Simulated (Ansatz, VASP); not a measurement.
# SnSe2 in two plane-wave programs, part 2 of 3

Aim: how closely do two programs agree when they are given the same cell, functional and k mesh? The cell is taken from a series of runs on this material, whose earlier steps may have relaxed, scaled, displaced or heated it; both programs get it as it stands.

VASP 6.6.1 and Ansatz 0.2.0.

So far: Starting point; Ansatz: zone-centre phonons, r2SCAN with rVV10.

## Step 3: VASP: zone-centre phonons, r2SCAN with rVV10

Level of this step: r2SCAN with rVV10; plane waves and PAW (Sn_d, Se) (VASP).

The same cell, functional and mesh now go to VASP, with its own data sets.

Lines of VASP's logs that name or quote its potential files are left out, and so is its time.

INCAR reads:

```
SYSTEM = SnSe2
PREC = Accurate
ENCUT = 550
EDIFF = 1E-08
NELM = 120
ISMEAR = 0
SIGMA = 0.01
LREAL = .FALSE.
ALGO = Normal
METAGGA = R2SCAN
LUSE_VDW = .TRUE.
IVDW_NL = 2
BPARAM = 11.95
CPARAM = 0.0093
LASPH = .TRUE.
NBANDS = 19
LORBIT = 11
LWAVE = .FALSE.
LCHARG = .FALSE.
ISIF = 2
IBRION = 6
NFREE = 2
POTIM = 0.015
NSW = 1
GGA_COMPAT = .FALSE.
EFERMI = MIDGAP
LMIXTAU = .TRUE.
KPAR = 2
```

POSCAR reads:

```
SnSe2
1.0
    3.8256576499      0.0000000000      0.0000000000
   -1.9128288249      3.3131167110      0.0000000000
    0.0000000000      0.0000000000      6.2320813728
Sn Se
1 2
Direct
    0.0000000000      0.0000000000      0.0000000000
    0.3333333333      0.6666666667      0.2529204829
    0.6666666667      0.3333333333      0.7470795171
```

KPOINTS reads:

```
Automatic mesh
0
Gamma
12 12 6
0 0 0
```

The projector-augmented-wave data sets are Sn_d and Se (PBE family, release 64).

Started as:

```sh
> mpirun -np 2 vasp_std
```

The log of the run:

```text
[banner, memory and clock lines left out]
running    2 mpi-ranks, on    1 nodes
 distrk:  each k-point on    1 cores,    2 groups
 distr:  one band on    1 cores,    1 groups

 POSCAR found type information on POSCAR SnSe
 POSCAR found :  2 types and       3 ions
|                                                                             |
|               ----> ADVICE to this user running VASP <----                  |
|                                                                             |
|     You have switched on vdW-DFT.                                           |
|     This routine was written and supplied by Jiri Klimes. We recommend      |
|     that you carefully read and cite the following publications:            |
|       J. Klimes, D.R. Bowler, A. Michelides                                 |
|          J. Phys.: Cond Matt. 22 022201 (2010)                              |
|       J. Klimes, D.R. Bowler, A. Michelides                                 |
|          Phys. Rev. B. 83, 195131 (2011)                                    |
|     and references therein.                                                 |
|                                                                             |

|                                                                             |
|               ----> ADVICE to this user running VASP <----                  |
|                                                                             |
|     You enforced a specific xc type in the INCAR file but a different       |
|     [... a line on the potential file left out ...]
|     I HOPE YOU KNOW WHAT YOU ARE DOING!                                     |
|                                                                             |

 LDA part: xc-table for (None), standard interpolation
 POSCAR, INCAR and KPOINTS ok, starting setup
 FFT: planning ... GRIDC
 FFT: planning ... GRID_SOFT
 FFT: planning ... GRID
 WAVECAR not read
 entering main loop
       N       E                     dE             d eps       ncg     rms          rms(c)
Total rVV10 correction in eV:      0.6178232    29.3807388
Total rVV10 correction in eV:      0.6178232    29.3807388
DAV:   1     0.166632772198E+03    0.16663E+03   -0.12830E+04  3845   0.163E+03
DAV:   2    -0.339294674833E+02   -0.20056E+03   -0.19415E+03  4085   0.403E+02
DAV:   3    -0.575953490536E+02   -0.23666E+02   -0.23009E+02  4698   0.122E+02
DAV:   4    -0.584140226285E+02   -0.81867E+00   -0.81710E+00  4553   0.233E+01
DAV:   5    -0.584335413125E+02   -0.19519E-01   -0.19517E-01  5292   0.381E+00    0.581E+00
Total rVV10 correction in eV:      0.6279459    29.3807377
Total rVV10 correction in eV:      0.6279459    29.3807377
DAV:   6    -0.558392003284E+02    0.25943E+01   -0.15662E+00  4889   0.189E+01    0.391E+00
Total rVV10 correction in eV:      0.6333993    29.3807377
Total rVV10 correction in eV:      0.6333993    29.3807377
DAV:   7    -0.530711583438E+02    0.27680E+01   -0.75661E-01  4028   0.577E+00    0.137E+00
Total rVV10 correction in eV:      0.6438920    29.3807377
Total rVV10 correction in eV:      0.6438920    29.3807377
DAV:   8    -0.539004535423E+02   -0.82930E+00   -0.60449E-01  3887   0.583E+00    0.607E-01
Total rVV10 correction in eV:      0.6466265    29.3807377
Total rVV10 correction in eV:      0.6466265    29.3807377
DAV:   9    -0.538921900819E+02    0.82635E-02   -0.15137E-01  4001   0.294E+00    0.373E-01
Total rVV10 correction in eV:      0.6457576    29.3807377
Total rVV10 correction in eV:      0.6457576    29.3807377
DAV:  10    -0.539429339370E+02   -0.50744E-01   -0.20207E-02  3950   0.113E+00    0.255E-01
Total rVV10 correction in eV:      0.6462858    29.3807377
Total rVV10 correction in eV:      0.6462858    29.3807377
DAV:  11    -0.539743797691E+02   -0.31446E-01   -0.53699E-02  3893   0.191E+00    0.159E-01
Total rVV10 correction in eV:      0.6464385    29.3807377
Total rVV10 correction in eV:      0.6464385    29.3807377
DAV:  12    -0.539755427059E+02   -0.11629E-02   -0.46631E-03  4260   0.529E-01    0.122E-01
Total rVV10 correction in eV:      0.6464795    29.3807377
Total rVV10 correction in eV:      0.6464795    29.3807377
DAV:  13    -0.539765636496E+02   -0.10209E-02   -0.32389E-04  4057   0.176E-01    0.891E-02
Total rVV10 correction in eV:      0.6468782    29.3807377
Total rVV10 correction in eV:      0.6468782    29.3807377
DAV:  14    -0.539781875006E+02   -0.16239E-02   -0.16204E-03  3809   0.379E-01    0.289E-02
Total rVV10 correction in eV:      0.6470698    29.3807377
Total rVV10 correction in eV:      0.6470698    29.3807377
DAV:  15    -0.539783302690E+02   -0.14277E-03   -0.36577E-04  4025   0.177E-01    0.265E-02
[...]
DAV:   2    -0.539779631210E+02   -0.28499E-02   -0.12616E-02 17539   0.706E-01    0.691E-02
Total rVV10 correction in eV:      0.6471290    29.3807377
Total rVV10 correction in eV:      0.6471290    29.3807377
DAV:   3    -0.539777483678E+02    0.21475E-03   -0.52675E-04 19180   0.169E-01    0.276E-02
Total rVV10 correction in eV:      0.6471317    29.3807377
Total rVV10 correction in eV:      0.6471317    29.3807377
DAV:   4    -0.539776649310E+02    0.83437E-04   -0.10330E-03 16637   0.217E-01    0.214E-02
Total rVV10 correction in eV:      0.6471349    29.3807377
Total rVV10 correction in eV:      0.6471349    29.3807377
[...]
Total rVV10 correction in eV:      0.6464266    29.3807376
DAV:   5    -0.539777480212E+02    0.89959E-04   -0.15629E-04  3833   0.837E-02    0.462E-03
Total rVV10 correction in eV:      0.6464256    29.3807376
Total rVV10 correction in eV:      0.6464256    29.3807376
DAV:   6    -0.539777571795E+02   -0.91584E-05   -0.61799E-05  3860   0.523E-02    0.221E-03
Total rVV10 correction in eV:      0.6464297    29.3807376
Total rVV10 correction in eV:      0.6464297    29.3807376
DAV:   7    -0.539777149985E+02    0.42181E-04   -0.12125E-05  4058   0.239E-02    0.103E-03
Total rVV10 correction in eV:      0.6464322    29.3807376
Total rVV10 correction in eV:      0.6464322    29.3807376
DAV:   8    -0.539777224908E+02   -0.74923E-05   -0.14785E-06  4189   0.857E-03    0.486E-04
Total rVV10 correction in eV:      0.6464326    29.3807376
Total rVV10 correction in eV:      0.6464326    29.3807376
DAV:   9    -0.539777240499E+02   -0.15591E-05   -0.19821E-07  4071   0.378E-03    0.218E-04
Total rVV10 correction in eV:      0.6464327    29.3807376
Total rVV10 correction in eV:      0.6464327    29.3807376
DAV:  10    -0.539777180677E+02    0.59822E-05   -0.70409E-08  4038   0.224E-03    0.169E-04
Total rVV10 correction in eV:      0.6464329    29.3807376
Total rVV10 correction in eV:      0.6464329    29.3807376
DAV:  11    -0.539777204409E+02   -0.23731E-05   -0.99442E-09  3072   0.817E-04    0.876E-05
Total rVV10 correction in eV:      0.6464329    29.3807376
Total rVV10 correction in eV:      0.6464329    29.3807376
DAV:  12    -0.539777200927E+02    0.34819E-06   -0.99286E-09  2436   0.702E-04    0.436E-05
Total rVV10 correction in eV:      0.6464329    29.3807376
Total rVV10 correction in eV:      0.6464329    29.3807376
DAV:  13    -0.539777194575E+02    0.63516E-06   -0.12523E-09  1990   0.310E-04    0.242E-05
Total rVV10 correction in eV:      0.6464329    29.3807376
Total rVV10 correction in eV:      0.6464329    29.3807376
DAV:  14    -0.539777198634E+02   -0.40594E-06   -0.19886E-10  1969   0.137E-04    0.211E-05
Total rVV10 correction in eV:      0.6464329    29.3807376
Total rVV10 correction in eV:      0.6464329    29.3807376
DAV:  15    -0.539777195313E+02    0.33213E-06   -0.72154E-11  1963   0.798E-05    0.117E-05
Total rVV10 correction in eV:      0.6464329    29.3807376
Total rVV10 correction in eV:      0.6464329    29.3807376
DAV:  16    -0.539777196533E+02   -0.12203E-06   -0.15003E-11  1963   0.381E-05    0.436E-06
Total rVV10 correction in eV:      0.6464329    29.3807376
Total rVV10 correction in eV:      0.6464329    29.3807376
DAV:  17    -0.539777196861E+02   -0.32746E-07   -0.58237E-12  1957   0.248E-05    0.175E-06
Total rVV10 correction in eV:      0.6464329    29.3807376
Total rVV10 correction in eV:      0.6464329    29.3807376
DAV:  18    -0.539777196355E+02    0.50572E-07   -0.23452E-12  1945   0.165E-05    0.879E-07
Total rVV10 correction in eV:      0.6464329    29.3807376
Total rVV10 correction in eV:      0.6464329    29.3807376
DAV:  19    -0.539777196442E+02   -0.86579E-08   -0.23249E-12  1945   0.128E-05
Total rVV10 correction in eV:      0.6464329    29.3807376
Total rVV10 correction in eV:      0.6464329    29.3807376
Total rVV10 correction in eV:      0.6464329    29.3807376
Total rVV10 correction in eV:      0.6464329    29.3807376
   8 F= -.53977720E+02 E0= -.53977720E+02  d E =0.000000E+00
 Finite differences progress:
  Degree of freedom:   4/  4
  Displacement:        1/  2
  Total:               7/  8
 bond charge predicted
       N       E                     dE             d eps       ncg     rms          rms(c)
Total rVV10 correction in eV:      0.6477177    29.3807376
Total rVV10 correction in eV:      0.6477177    29.3807376
DAV:   1    -0.539727807910E+02    0.49388E-02   -0.78793E-01  3818   0.382E+00    0.283E-01
Total rVV10 correction in eV:      0.6478308    29.3807378
Total rVV10 correction in eV:      0.6478308    29.3807378
DAV:   2    -0.539763278064E+02   -0.35470E-02   -0.25878E-02  4258   0.953E-01    0.710E-02
Total rVV10 correction in eV:      0.6478191    29.3807378
Total rVV10 correction in eV:      0.6478191    29.3807378
DAV:   3    -0.539768677096E+02   -0.53990E-03   -0.13801E-03  4238   0.268E-01    0.434E-02
Total rVV10 correction in eV:      0.6478458    29.3807378
Total rVV10 correction in eV:      0.6478458    29.3807378
DAV:   4    -0.539768716220E+02   -0.39124E-05   -0.33968E-04  4103   0.125E-01    0.255E-02
Total rVV10 correction in eV:      0.6478482    29.3807378
Total rVV10 correction in eV:      0.6478482    29.3807378
DAV:   5    -0.539769026500E+02   -0.31028E-04   -0.15002E-04  4013   0.851E-02    0.878E-03
Total rVV10 correction in eV:      0.6478483    29.3807378
Total rVV10 correction in eV:      0.6478483    29.3807378
DAV:   6    -0.539769248041E+02   -0.22154E-04   -0.34129E-05  4177   0.387E-02    0.408E-03
Total rVV10 correction in eV:      0.6478383    29.3807378
Total rVV10 correction in eV:      0.6478383    29.3807378
DAV:   7    -0.539769219550E+02    0.28492E-05   -0.12189E-05  3970   0.243E-02    0.235E-03
Total rVV10 correction in eV:      0.6478340    29.3807378
Total rVV10 correction in eV:      0.6478340    29.3807378
DAV:   8    -0.539769260154E+02   -0.40604E-05   -0.20468E-06  4070   0.101E-02    0.131E-03
Total rVV10 correction in eV:      0.6478326    29.3807378
Total rVV10 correction in eV:      0.6478326    29.3807378
DAV:   9    -0.539769264110E+02   -0.39565E-06   -0.88442E-07  3901   0.733E-03    0.473E-04
Total rVV10 correction in eV:      0.6478318    29.3807378
Total rVV10 correction in eV:      0.6478318    29.3807378
DAV:  10    -0.539769266567E+02   -0.24565E-06   -0.35483E-07  3920   0.466E-03    0.830E-04
Total rVV10 correction in eV:      0.6478316    29.3807378
Total rVV10 correction in eV:      0.6478316    29.3807378
DAV:  11    -0.539769266756E+02   -0.18932E-07   -0.30187E-08  4410   0.113E-03    0.975E-04
Total rVV10 correction in eV:      0.6478315    29.3807378
Total rVV10 correction in eV:      0.6478315    29.3807378
DAV:  12    -0.539769266799E+02   -0.42360E-08   -0.37503E-09  2200   0.443E-04
Total rVV10 correction in eV:      0.6478309    29.3807378
Total rVV10 correction in eV:      0.6478309    29.3807378
Total rVV10 correction in eV:      0.6478315    29.3807378
Total rVV10 correction in eV:      0.6478315    29.3807378
   9 F= -.53976927E+02 E0= -.53976927E+02  d E =0.000000E+00
 Finite differences progress:
  Degree of freedom:   4/  4
  Displacement:        2/  2
  Total:               8/  8
```

[end of part 2 of 3]

[Lines on the potential files, build, host, timing and source positions are cut from VASP's logs without a mark.]

[Logs are printed without paths, hosts, clocks, repeated set-up lines and the standing remarks that a program may print on its own settings, such as how far it seeks lower states.]

[Hosts, paths, dates, database ids (printed as entryN), source tags and the programs' standing remarks are cut or masked in the printed files.]
